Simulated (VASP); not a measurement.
# TiSi2: structure and properties in VASP

Wanted: the relaxed cell of TiSi2 and its properties. The steps: relaxing cell and atoms (PBE + D3(BJ)), second relaxation, density, ELF and potential (PBE + D3(BJ)), bands along the symmetry lines (PBE + D3(BJ)), density of states (PBE + D3(BJ)), field gradients at the nuclei (PBE + D3(BJ)), volume scan with PBE + D3(BJ) and fit for PBE + D3(BJ). Left out of this account: 1 further run (relaxation: it shows nothing beyond the runs told). The start is a computed cell from the Materials Project.

Main program and level: VASP 6.6.1; PBE with D3(BJ); plane waves and PAW (Ti_sv, Si).

### 1. The structure

Before any relaxation, the start is as follows. The structure is orthorhombic, space group Cmcm (No. 63). The conventional cell has a = 3.530 Å, b = 13.519 Å, c = 3.565 Å, α = 90.00°, β = 90.00°, γ = 90.00°. Nearest to Ti lie 10 Si at 2.58 to 2.81 Å. Nearest to Si lie 2 Si at 2.38 Å and 6 Ti at 2.58 to 2.81 Å. Nearest to Si lie 4 Si at 2.51 Å and 4 Ti at 2.66 to 2.67 Å. Farther neighbours are not listed.

Structure file:

```xyz
6
Lattice="3.5302 0.0000 0.0000 0.0000 0.0000 3.5652 1.7651 -6.7593 0.0000" Properties=species:S:1:pos:R:3 pbc="T T T"
Ti    1.7651   -5.3653    2.6739
Ti    3.5302   -1.3940    0.8913
Si    1.7651   -0.7875    2.6739
Si    3.5302   -5.9718    0.8913
Si    3.5302   -3.3754    2.6739
Si    1.7651   -3.3839    0.8913
```

### 2. Relaxing cell and atoms (PBE + D3(BJ))

The start need not lie at this functional's minimum. ISIF = 3 frees volume, shape and positions, and EDIFFG sets the threshold on forces and stress at which the search stops. PBE, the usual starting point, adds the gradient of the density. A dispersion term adds the long-range attraction that semilocal functionals lack. D3 with Becke-Johnson damping keeps a finite attraction at short range.

INCAR reads:

```
SYSTEM = TiSi2
PREC = Accurate
ENCUT = 400
EDIFF = 1E-06
NELM = 100
ISMEAR = 0
SIGMA = 0.05
LREAL = .FALSE.
ALGO = Normal
GGA = PE
IVDW = 12
NBANDS = 26
LASPH = .TRUE.
LORBIT = 11
LWAVE = .FALSE.
LCHARG = .FALSE.
KPAR = 4
IBRION = 2
NSW = 60
ISIF = 3
EDIFFG = -0.01
```

POSCAR reads:

```
TiSi2
1.0
    3.5302100500      0.0000000000      0.0000000000
    0.0000000000      0.0000000000      3.5651739700
    1.7651050250     -6.7592815350      0.0000000000
Ti Si
2 4
Direct
    0.1031180800      0.7500000000      0.7937638400
    0.8968819200      0.2500000000      0.2062361600
    0.4417485500      0.7500000000      0.1165029000
    0.5582514500      0.2500000000      0.8834971000
    0.7503148200      0.7500000000      0.4993703600
    0.2496851800      0.2500000000      0.5006296400
```

KPOINTS reads:

```
Automatic mesh
0
Gamma
8 8 8
0 0 0
```

The projector-augmented-wave data sets are Ti_sv and Si (PBE family, release 64).

On the command line:

```
> mpirun -np 4 vasp_std
```

The program printed:

```text
[banner, memory and clock lines left out]
running    4 mpi-ranks, on    1 nodes
 distrk:  each k-point on    1 cores,    4 groups
 distr:  one band on    1 cores,    1 groups

 POSCAR found type information on POSCAR TiSi
 POSCAR found :  2 types and       6 ions
 LDA part: xc-table for (Slater+PW92), standard interpolation
 POSCAR, INCAR and KPOINTS ok, starting setup
 FFT: planning ... GRIDC
 FFT: planning ... GRID_SOFT
 FFT: planning ... GRID
 WAVECAR not read
 entering main loop
       N       E                     dE             d eps       ncg     rms          rms(c)
DAV:   1     0.345202046071E+03    0.34520E+03   -0.16680E+04  5500   0.136E+03
DAV:   2     0.500484150775E+00   -0.34470E+03   -0.33868E+03  5484   0.416E+02
DAV:   3    -0.414757396052E+02   -0.41976E+02   -0.41367E+02  9538   0.121E+02
DAV:   4    -0.444885434451E+02   -0.30128E+01   -0.29962E+01  7390   0.299E+01
DAV:   5    -0.446746155804E+02   -0.18607E+00   -0.18598E+00  8570   0.649E+00    0.189E+01
DAV:   6    -0.415789964480E+02    0.30956E+01   -0.46676E+01  7754   0.467E+01    0.775E+00
DAV:   7    -0.408295504472E+02    0.74945E+00   -0.11643E+01  7370   0.238E+01    0.551E+00
DAV:   8    -0.407364601988E+02    0.93090E-01   -0.98675E-01  7358   0.723E+00    0.933E-01
DAV:   9    -0.407353382410E+02    0.11220E-02   -0.64504E-02  8122   0.185E+00    0.604E-01
DAV:  10    -0.407359636653E+02   -0.62542E-03   -0.12975E-02  7944   0.839E-01    0.186E-01
DAV:  11    -0.407357770118E+02    0.18665E-03   -0.28561E-03  7496   0.374E-01    0.279E-02
DAV:  12    -0.407357696870E+02    0.73248E-05   -0.16419E-04  7612   0.940E-02    0.769E-03
DAV:  13    -0.407357699355E+02   -0.24850E-06   -0.45562E-06  6610   0.180E-02
   1 F= -.43921753E+02 E0= -.43920936E+02  d E =-.439218E+02
 curvature:   0.00 expect dE= 0.000E+00 dE for cont linesearch  0.000E+00
 trial: gam= 0.00000 g(F)=  0.304E-02 g(S)=  0.147E+00 ort = 0.000E+00 (trialstep = 0.100E+01)
 search vector abs. value=  0.150E+00
 bond charge predicted
       N       E                     dE             d eps       ncg     rms          rms(c)
DAV:   1    -0.417850686490E+02   -0.10493E+01   -0.30492E+01  6976   0.599E+01    0.989E+00
DAV:   2    -0.408483866128E+02    0.93668E+00   -0.13118E+01  7990   0.305E+01    0.316E+00
DAV:   3    -0.405717421185E+02    0.27664E+00   -0.21259E+00  7684   0.101E+01    0.192E+00
DAV:   4    -0.405288225516E+02    0.42920E-01   -0.38621E-01  8308   0.448E+00    0.644E-01
DAV:   5    -0.405375621919E+02   -0.87396E-02   -0.32865E-02  7900   0.129E+00    0.350E-01
DAV:   6    -0.405463368287E+02   -0.87746E-02   -0.13116E-02  8440   0.422E-01    0.142E-01
DAV:   7    -0.405478247721E+02   -0.14879E-02   -0.32292E-03  9292   0.233E-01    0.636E-02
DAV:   8    -0.405479928612E+02   -0.16809E-03   -0.38267E-04  7898   0.101E-01    0.551E-03
DAV:   9    -0.405480009663E+02   -0.81051E-05   -0.46553E-05  8156   0.321E-02    0.811E-03
DAV:  10    -0.405480033446E+02   -0.23783E-05   -0.37599E-06  7160   0.131E-02    0.180E-03
DAV:  11    -0.405480034057E+02   -0.61047E-07   -0.31064E-07  3606   0.380E-03
   2 F= -.43937967E+02 E0= -.43937103E+02  d E =-.162134E-01
[...]
3 F= -.43964767E+02 E0= -.43963862E+02  d E =-.430134E-01
[...]
4 F= -.43971394E+02 E0= -.43970428E+02  d E =-.662745E-02
[...]
5 F= -.43973324E+02 E0= -.43972330E+02  d E =-.855735E-02
[...]
6 F= -.43974353E+02 E0= -.43973367E+02  d E =-.102851E-02
 trial-energy change:   -0.001029  1 .order   -0.001026   -0.001703   -0.000349
 step:   1.3577(harm=  1.3577)  dis= 0.00530  next Energy=   -43.974395 (dE=-0.107E-02)
 bond charge predicted
       N       E                     dE             d eps       ncg     rms          rms(c)
DAV:   1    -0.406615207895E+02    0.56950E-03   -0.14030E-02  6614   0.196E+00    0.709E-02
DAV:   2    -0.406616383265E+02   -0.11754E-03   -0.21273E-03  5618   0.357E-01    0.418E-02
DAV:   3    -0.406616073732E+02    0.30953E-04   -0.10115E-04  7666   0.817E-02    0.166E-02
DAV:   4    -0.406616034126E+02    0.39606E-05   -0.20608E-05  7872   0.347E-02    0.576E-03
DAV:   5    -0.406616034724E+02   -0.59850E-07   -0.29689E-06  5672   0.134E-02
   7 F= -.43974399E+02 E0= -.43973427E+02  d E =-.107485E-02
 curvature:  -0.80 expect dE=-0.314E-04 dE for cont linesearch -0.882E-07
 trial: gam= 0.01164 g(F)=  0.173E-04 g(S)=  0.219E-04 ort = 0.143E-04 (trialstep = 0.114E+01)
 search vector abs. value=  0.398E-04
 reached required accuracy - stopping structural energy minimisation
```

Wall time 2.2 min (4 MPI ranks of Intel Xeon Platinum 8259CL at 2.50GHz (Skylake/Cascade Lake), shared host); peak memory 1.1 GiB; 8.7 min of CPU time.

Lines that name or quote the potential files are left out of all logs, and their timing lines are given in words.

OUTCAR, selected parts (step 2):

```text
ion  position               nearest neighbor table
   1  0.103  0.750  0.794-   4 2.58   4 2.58   4 2.58   4 2.58   5 2.66   5 2.66   6 2.67   6 2.67
                             3 2.81   3 2.81
   2  0.897  0.250  0.206-   3 2.58   3 2.58   3 2.58   3 2.58   6 2.66   6 2.66   5 2.67   5 2.67
                             4 2.81   4 2.81
   3  0.442  0.750  0.117-   4 2.38   4 2.38   2 2.58   2 2.58   2 2.58   2 2.58   1 2.81   1 2.81
                             5 3.13   5 3.13
   4  0.558  0.250  0.883-   3 2.38   3 2.38   1 2.58   1 2.58   1 2.58   1 2.58   2 2.81   2 2.81
                             6 3.13   6 3.13
   5  0.750  0.750  0.499-   6 2.51   6 2.51   6 2.51   6 2.51   1 2.66   1 2.66   2 2.67   2 2.67
                             3 3.13   3 3.13
   6  0.250  0.250  0.501-   5 2.51   5 2.51   5 2.51   5 2.51   2 2.66   2 2.66   1 2.67   1 2.67
                             4 3.13   4 3.13

  LATTYP: Found a base centered orthorhombic cell.
 ALAT       =     3.5302100500
 B/A-ratio  =     3.8293934011
 C/A-ratio  =     1.0099042039

 Subroutine GETGRP returns: Found  8 space group operations
 (whereof  4 operations were pure point group operations)

The static configuration has the point symmetry C_2h.
 The point group associated with its full space group is D_2h.

 Found    105 irreducible k-points:

   k-points           NKPTS =    105   k-points in BZ     NKDIM =    105   number of bands    NBANDS=     26

   dimension x,y,z NGX =    24 NGY =   24 NGZ =   48
   dimension x,y,z NGXF=    48 NGYF=   48 NGZF=   96

   ENCUT  =  400.0 eV  29.40 Ry    5.42 a.u.   5.76  5.81 11.39*2*pi/ulx,y,z

   NELECT =      40.0000    total number of electrons

 k-points in reciprocal lattice and weights: Automatic mesh
   0.00000000  0.00000000  0.00000000       0.002
   0.12500000  0.00000000  0.00000000       0.008
   0.25000000  0.00000000  0.00000000       0.008
   0.37500000  0.00000000 -0.00000000       0.008
   0.50000000  0.00000000  0.00000000       0.004
   0.00000000  0.12500000  0.00000000       0.004
   0.12500000  0.12500000  0.00000000       0.016
   0.25000000  0.12500000  0.00000000       0.016
   0.37500000  0.12500000 -0.00000000       0.016
[...]
0.00000000  0.37500000  0.50000000       0.004
   0.00000000  0.50000000  0.50000000       0.002

 Edisp (eV)   -3.31226

 average (electrostatic) potential at core
       1 -69.6569       2 -69.6569       3 -78.6175       4 -78.6175       5 -78.7107
       6 -78.7107

 E-fermi :  11.0545

 k-point     1 :       0.0000    0.0000    0.0000
  band No.  band energies     occupation
    ...
     15       8.4449      2.00000
     16       8.4959      2.00000
     17       8.8330      2.00000
     18       8.9741      2.00000
     19       9.0359      2.00000
     20      11.4710      0.00000
     21      11.8656      0.00000
     22      11.9408      0.00000
     23      11.9501      0.00000
     24      12.3599      0.00000
    ...

 k-point     2 :       0.1250    0.0000    0.0000
  band No.  band energies     occupation
    ...
     15       8.1886      2.00000
     16       8.3882      2.00000
     17       8.6029      2.00000
     18       9.3843      2.00000
     19       9.5484      2.00000
     20      11.2228      0.00000
     21      11.6270      0.00000
     22      11.9908      0.00000
     23      12.0177      0.00000
     24      12.1913      0.00000
    ...

 k-point     3 :       0.2500    0.0000    0.0000
  band No.  band energies     occupation
    ...
     16       8.4994      2.00000
     17       8.5014      2.00000
     18       9.6149      2.00000
     19       9.9706      2.00000
     20      10.4471      2.00000
     21      11.5797      0.00000
     22      11.8566      0.00000
     23      11.9626      0.00000
     24      12.3765      0.00000
     25      12.6782      0.00000
    ...

 Edisp (eV)   -3.31280

  Total       0.04602    -0.02468     0.00130     0.00000     0.00000     0.00000
  in kB       0.90033    -0.48289     0.02534     0.00000     0.00000     0.00000
  external pressure =        0.15 kB  Pullay stress =        0.00 kB

  energy-cutoff  :      400.00
  volume of cell :       81.90
      direct lattice vectors                 reciprocal lattice vectors
     3.499108747  0.000000000  0.000000000     0.285787060  0.075548930 -0.000000000
     0.000000000  0.000000000  3.536621543     0.000000000  0.000000000  0.282755728
     1.749554373 -6.618227438  0.000000000     0.000000000 -0.151097860  0.000000000

 POSITION                                       TOTAL-FORCE (eV/Angst)
 -----------------------------------------------------------------------------------
      1.74955     -5.26601      2.65247         0.000000      0.008725     -0.000000
      3.49911     -1.35222      0.88416        -0.000000     -0.008725      0.000000
      1.74955     -0.79956      2.65247         0.000000      0.002223     -0.000000
      3.49911     -5.81867      0.88416         0.000000     -0.002223      0.000000
      3.49911     -3.30223      2.65247        -0.000000     -0.009919      0.000000
      1.74955     -3.31600      0.88416         0.000000      0.009919     -0.000000
 -----------------------------------------------------------------------------------
    total drift:                               -0.000000      0.000000      0.000000

  FREE ENERGIE OF THE ION-ELECTRON SYSTEM (eV)
  ---------------------------------------------------
  free  energy   TOTEN  =       -43.9743990637 eV

  energy  without entropy=      -43.9724553446  energy(sigma->0) =      -43.97342720

 reached required accuracy - stopping structural energy minimisation

 total charge
# of ion       s       p       d       tot
------------------------------------------
    1        2.167   6.155   2.141  10.464
    2        2.167   6.155   2.141  10.464
    3        0.771   0.931   0.000   1.702
    4        0.771   0.931   0.000   1.702
    5        0.747   0.905   0.000   1.652
    6        0.747   0.905   0.000   1.652
--------------------------------------------------
tot          7.370  15.984   4.282  27.636

[... 3 further parts left out ...]
```

Dispersion corrections of this kind ignore metallic screening and tend to overbind metals. The run keeps the 8 symmetry operations of its start, so it cannot find a distortion of lower symmetry.

Step by step:

```csv
step,energy less that of the first step (eV),largest force (eV/Å),pressure (GPa),volume (Å³)
1,0.0000,0.1762,-4.65,85.07
2,-0.0162,0.2888,4.34,80.10
3,-0.0430,0.2369,0.16,82.25
4,-0.0496,0.1138,0.04,82.10
5,-0.0516,0.0653,-0.02,81.97
6,-0.0526,0.0065,0.02,81.91
7,-0.0526,0.0099,0.01,81.90
```

```csv
"conventional cell, symmetrised",before,after,change
a (Å),3.530,3.499,-0.9 %
b (Å),13.519,13.236,-2.1 %
c (Å),3.565,3.537,-0.8 %
volume (Å³/atom),14.18,13.65,-3.7 %
```

The atoms that moved most (Å, as changes of fractional coordinates times the final cell):

```csv
atom,dx,dy,dz,length
Si4,0.000,0.029,0.000,0.029
Si3,0.000,-0.029,0.000,0.029
Ti1,0.000,-0.013,0.000,0.013
Ti2,0.000,0.013,0.000,0.013
```

The relaxed structure:

```xyz
6
Lattice="3.4991 0.0000 0.0000 0.0000 0.0000 3.5366 1.7496 -6.6182 0.0000" Properties=species:S:1:pos:R:3 pbc="T T T"
Ti    1.7496   -5.2660    2.6525
Ti    3.4991   -1.3522    0.8842
Si    1.7496   -0.7996    2.6525
Si    3.4991   -5.8187    0.8842
Si    3.4991   -3.3022    2.6525
Si    1.7496   -3.3160    0.8842
```

This step gave:

```yaml
electrons: 40
bands: 26
irreducible_k_points: 105
symmetry_operations: 8
free_energy_toten: -43.97 eV
energy_at_zero_smearing: -43.97 eV
fermi_energy: 11.05 eV
pressure: 0.01476 GPa
metallic: yes
scf_cycles_over_all_ionic_steps: 59
```

It ends with a largest force of 0.010 eV/Å and a pressure of 0.01 GPa.

### 3. Second relaxation

The basis stayed that of the start cell while the cell moved. A rerun from the cell reached resets it; the error of the finite cutoff stays.

INCAR is that of step 2.

POSCAR reads:

```
TiSi2
1.0
    3.4991087470      0.0000000000      0.0000000000
    0.0000000000      0.0000000000      3.5366215432
    1.7495543735     -6.6182274379      0.0000000000
Ti Si
2 4
Direct
    0.1021586661      0.7500000000      0.7956826678
    0.8978413339      0.2500000000      0.2043173322
    0.4395943902      0.7500000000      0.1208112196
    0.5604056098      0.2500000000      0.8791887804
    0.7505201556      0.7500000000      0.4989596888
    0.2494798444      0.2500000000      0.5010403112
```

KPOINTS is that of step 2.

On the command line:

```
> mpirun -np 4 vasp_std
```

The program printed:

```text
[... set-up lines as in an earlier step ...]
 entering main loop
       N       E                     dE             d eps       ncg     rms          rms(c)
DAV:   1     0.349009424995E+03    0.34901E+03   -0.16674E+04  5484   0.137E+03
DAV:   2     0.397057385905E+00   -0.34861E+03   -0.34230E+03  5496   0.420E+02
DAV:   3    -0.411950933671E+02   -0.41592E+02   -0.40952E+02  9536   0.122E+02
DAV:   4    -0.441703000310E+02   -0.29752E+01   -0.29630E+01  7400   0.300E+01
DAV:   5    -0.443424661068E+02   -0.17217E+00   -0.17210E+00  8608   0.634E+00    0.198E+01
DAV:   6    -0.413550318345E+02    0.29874E+01   -0.41375E+01  7706   0.458E+01    0.752E+00
DAV:   7    -0.407421612742E+02    0.61287E+00   -0.98527E+00  7320   0.225E+01    0.577E+00
DAV:   8    -0.406545422337E+02    0.87619E-01   -0.86087E-01  7356   0.694E+00    0.941E-01
DAV:   9    -0.406547091496E+02   -0.16692E-03   -0.60834E-02  8110   0.180E+00    0.608E-01
DAV:  10    -0.406553770267E+02   -0.66788E-03   -0.10635E-02  7956   0.791E-01    0.178E-01
DAV:  11    -0.406552465000E+02    0.13053E-03   -0.23164E-03  7472   0.351E-01    0.301E-02
DAV:  12    -0.406552370045E+02    0.94955E-05   -0.15932E-04  7524   0.944E-02    0.780E-03
DAV:  13    -0.406552370796E+02   -0.75134E-07   -0.47991E-06  6626   0.191E-02
   1 F= -.43968033E+02 E0= -.43967061E+02  d E =-.439680E+02
 curvature:   0.00 expect dE= 0.000E+00 dE for cont linesearch  0.000E+00
 trial: gam= 0.00000 g(F)=  0.196E-04 g(S)=  0.289E-04 ort = 0.000E+00 (trialstep = 0.100E+01)
 search vector abs. value=  0.485E-04
 reached required accuracy - stopping structural energy minimisation
```

Run time: 28 s. Hardware: 4 MPI ranks; peak memory 1 GiB; 1.8 min of CPU time.

OUTCAR, selected parts (step 3):

```text
  LATTYP: Found a base centered orthorhombic cell.
 ALAT       =     3.4991087470
 B/A-ratio  =     3.7828075184
 C/A-ratio  =     1.0107206717

 Found    105 irreducible k-points:

   ENCUT  =  400.0 eV  29.40 Ry    5.42 a.u.   5.71  5.77 11.16*2*pi/ulx,y,z

   NELECT =      40.0000    total number of electrons

 E-fermi :  11.0549

 k-point     1 :       0.0000    0.0000    0.0000
  band No.  band energies     occupation
    ...
     15       8.4453      2.00000
     16       8.4963      2.00000
     17       8.8332      2.00000
     18       8.9744      2.00000
     19       9.0365      2.00000
     20      11.4713      0.00000
     21      11.8662      0.00000
     22      11.9412      0.00000
     23      11.9507      0.00000
     24      12.3601      0.00000
    ...

 k-point     2 :       0.1250    0.0000    0.0000
  band No.  band energies     occupation
    ...
     15       8.1892      2.00000
     16       8.3886      2.00000
     17       8.6032      2.00000
     18       9.3847      2.00000
     19       9.5488      2.00000
     20      11.2233      0.00000
     21      11.6275      0.00000
     22      11.9912      0.00000
     23      12.0180      0.00000
     24      12.1917      0.00000
    ...

 Edisp (eV)   -3.31280

  Total       0.02709    -0.05171    -0.01374     0.00000    -0.00000     0.00000
  in kB       0.52992    -1.01161    -0.26878     0.00000    -0.00000     0.00000
  external pressure =       -0.25 kB  Pullay stress =        0.00 kB

  energy-cutoff  :      400.00
  volume of cell :       81.90
      direct lattice vectors                 reciprocal lattice vectors
     3.499108747  0.000000000  0.000000000     0.285787060  0.075548930  0.000000000
     0.000000000  0.000000000  3.536621543     0.000000000  0.000000000  0.282755728
     1.749554374 -6.618227438  0.000000000     0.000000000 -0.151097860  0.000000000

 POSITION                                       TOTAL-FORCE (eV/Angst)
 -----------------------------------------------------------------------------------
      1.74955     -5.26601      2.65247         0.000000      0.009893      0.000000
      3.49911     -1.35222      0.88416         0.000000     -0.009893     -0.000000
      1.74955     -0.79956      2.65247         0.000000      0.002512      0.000000
      3.49911     -5.81867      0.88416        -0.000000     -0.002512      0.000000
      3.49911     -3.30223      2.65247         0.000000     -0.009949      0.000000
      1.74955     -3.31600      0.88416         0.000000      0.009949      0.000000
 -----------------------------------------------------------------------------------
    total drift:                                0.000000     -0.000000      0.000000

  FREE ENERGIE OF THE ION-ELECTRON SYSTEM (eV)
  ---------------------------------------------------
  free  energy   TOTEN  =       -43.9680326709 eV

  energy  without entropy=      -43.9660891870  energy(sigma->0) =      -43.96706093

 total charge
# of ion       s       p       d       tot
------------------------------------------
    1        2.167   6.155   2.141  10.463
    2        2.167   6.155   2.141  10.463
    3        0.771   0.931   0.000   1.702
    4        0.771   0.931   0.000   1.702
    5        0.747   0.906   0.000   1.652
    6        0.747   0.906   0.000   1.652
--------------------------------------------------
tot          7.369  15.984   4.282  27.635

[... 5 parts as in an earlier step ...]

[... 7 further parts left out ...]
```

Little changed from the start: no atom moved by 0.005 Å and no cell edge by 0.1 %.

Numbers from this step:

- pressure: -0.02502 GPa
- SCF cycles over all ionic steps: 13

It ends with a largest force of 0.010 eV/Å and a pressure of -0.03 GPa. The volume moved by under 0.01 %: the run met its threshold at the first step.

(Continued in part 2 of 5.)

[Lines on the potential files, build, host, timing and source positions are cut from VASP's logs without a mark.]

[Logs are printed without paths, hosts, clocks, repeated set-up lines and the standing remarks that a program may print on its own settings, such as how far it seeks lower states.]

[Hosts, paths, dates, database ids (printed as entryN), source tags and the programs' standing remarks are cut or masked in the printed files.]

[A measured line is paired with the nearest computed mode of its activity, which favours agreement.]
